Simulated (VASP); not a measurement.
Here is the system:

```xyz
2
Lattice="2.6859 0.0000 0.0000 0.0000 2.6859 0.0000 0.0000 0.0000 3.7130" Properties=species:S:1:pos:R:3 pbc="T T T"
Fe     0.0000     0.0000     0.0000
Pt     1.2429     1.3429     1.8565
```
Starting moments (μB, in the order of the record's atoms Fe Pt): 2.9 0.3.

All values below come from PBEsol GGA, VASP's PBE PAW potentials (set 64) (plane waves; VASP 6.6.1). Numerical set-up: 480 eV cut-off, 12×12×10 Γ-centred mesh, first-order Methfessel-Paxton smearing of 0.10 eV, potentials Fe Pt.

**Question.** Which forces act on the atoms, in eV/Å?

**Answer.** 
```json
[
 {"atom": "Fe1", "Fx": "-0.439", "Fy": "0.000", "Fz": "0.000"},
 {"atom": "Pt2", "Fx": "0.439", "Fy": "0.000", "Fz": "0.000"}
]
```

**Question.** Give the stress tensor in GPa (positive for a compressed cell).

**Answer.** 
```
0.38  0.00  0.00
0.00  0.51  0.00
0.00  0.00  1.02
```
The pressure is its mean diagonal, 0.64 GPa.

The compound is FePt in the L1_0 structure. This cell was strained or had an atom moved on purpose.
